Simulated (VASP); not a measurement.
Given:

```
CELL_PARAMETERS angstrom
      0.00000     2.07348     2.07348
      2.07348     0.00000     2.07348
      2.07348     2.07348     0.00000
ATOMIC_POSITIONS crystal
  Ag 0.00000 0.00000 0.00000
```

The numbers are results of PBE GGA, VASP's PBE PAW potentials (set 64) (plane waves; VASP 6.6.1), not measurements. Run with 500 eV cut-off, 15×15×15 Γ-centred mesh, first-order Methfessel-Paxton smearing of 0.10 eV, potentials Ag.

Energy and stress use the plane-wave basis of the starting cell.

Problem. The ions, cell shape and volume at an external pressure of 5.0 GPa are relaxed. Which structure does the run end with?

Solution. 
```
CELL_PARAMETERS angstrom
      0.00000     2.03965     2.03965
      2.03965     0.00000     2.03965
      2.03965     2.03965     0.00000
ATOMIC_POSITIONS crystal
  Ag 0.00000 0.00000 0.00000
```
Space group Fm-3m (225), at a tolerance of 0.03 Å.

Problem. How do energy and volume change from the first to the last step?

Solution. The energy (σ→0) changes by +12.2 meV/atom and the volume by -4.8 %, in 3 ionic steps.

The compound is Ag in the fcc structure. This run relaxes it under an external pressure of 5 GPa. Symmetry was kept, so distortions that lower it aren't found.
